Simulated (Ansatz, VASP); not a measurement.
SrCuS2: VASP beside Ansatz

```
Sr Cu S
1.0
     4.34156    0.00000    0.00000
     0.00000    4.34156    0.00000
     0.00000    0.00000    8.96493
Sr Cu S
2 2 4
Direct
  0.25000 0.25000 0.68504
  0.75000 0.75000 0.31496
  0.25000 0.25000 0.09726
  0.75000 0.75000 0.90274
  0.25000 0.25000 0.35505
  0.75000 0.75000 0.64495
  0.75000 0.25000 0.00000
  0.25000 0.75000 0.00000
```

Alike in both runs: functional r2SCAN; k mesh 5 × 5 × 3; collinear spin.

Ansatz relaxed the structure, and its values are those at the end. VASP's run is a single point on that final structure, the one shown.

|  | VASP | Ansatz |
| --- | --- | --- |
| version | VASP 6.6.1 | Ansatz 0.2.0 |
| potentials or method | VASP PAW PBE potentials, release 64 (Sr_sv, Cu, S) | PAW plane waves |
| plane-wave cutoff (eV) | 520 | 500 |
| occupations | fermi-dirac, width 0.1 eV | fermi-dirac |
| valence electrons in the cell | 66 | 82 |

|  | VASP | Ansatz | Ansatz less VASP |
| --- | --- | --- | --- |
| pressure (GPa) | 0.1 | 0.0 | -0.07 |
| rms of the force components (eV/Å) | 0.010 | 0.002 | -0.0080 |
| net moment per atom (μB) | 0.00 | 0.00 | 0.000 |

The two sets of potentials don't hold the same shells in valence. Ansatz warned: «no_starting_moments».

Caveats: the PAW data sets were made with another functional, which shifts forces and pressure a little (VASP).
